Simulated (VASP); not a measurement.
Consider the following.

```
Ir3Mo
1.0
    5.48700     0.00000     0.00000
   -2.74350     4.75188     0.00000
    0.00000     0.00000     4.38500
Ir Mo
6 2
Direct
  0.83300   0.66600   0.25000
  0.16700   0.83300   0.75000
  0.33400   0.16700   0.25000
  0.16700   0.33400   0.75000
  0.83300   0.16700   0.25000
  0.66600   0.83300   0.75000
  0.33333   0.66667   0.25000
  0.66667   0.33333   0.75000
```

These are LDA (Ceperley-Alder, Perdew-Zunger), VASP's LDA PAW potentials (set 64) (plane waves; VASP) values and carry that method's errors. Settings: 300 eV cut-off, 5×5×5 Γ-centred mesh, Gaussian smearing of 0.27 eV, potentials Ir Mo_sv.

Problem. Give the energies of bands 35 to 48 at the high-symmetry points, in eV from the Fermi level.

Solution. 
```csv
band,Γ,M,K,A,L,H
35,-2.37,-2.37,-2.05,-0.63,-2.48,-2.01
36,-1.98,-1.89,-1.70,-0.63,-2.48,-2.01
37,-1.98,-1.79,-1.69,-0.63,-1.72,-1.89
38,-1.72,-1.73,-1.69,-0.63,-1.72,-1.89
39,-0.03,-1.47,-1.52,0.09,-1.67,-1.61
40,0.64,-1.07,-0.86,0.09,-1.67,-1.61
41,1.07,-0.54,-0.86,0.50,-0.12,0.19
42,1.09,-0.46,0.39,0.50,-0.12,0.19
43,1.20,-0.01,0.40,0.50,0.64,0.70
44,1.20,0.26,0.46,0.50,0.64,0.70
45,1.75,0.69,0.46,0.91,0.77,1.04
46,1.75,0.82,0.63,0.91,0.77,1.04
47,2.07,1.84,1.11,1.93,1.38,1.19
48,2.07,1.88,1.11,1.93,1.38,1.19
```

It has no gap at this level: it comes out as a metal or semimetal.

The structure comes from a measured MoIr3 entry of the Crystallography Open Database, whose conditions weren't checked. The cell was not relaxed at this level.
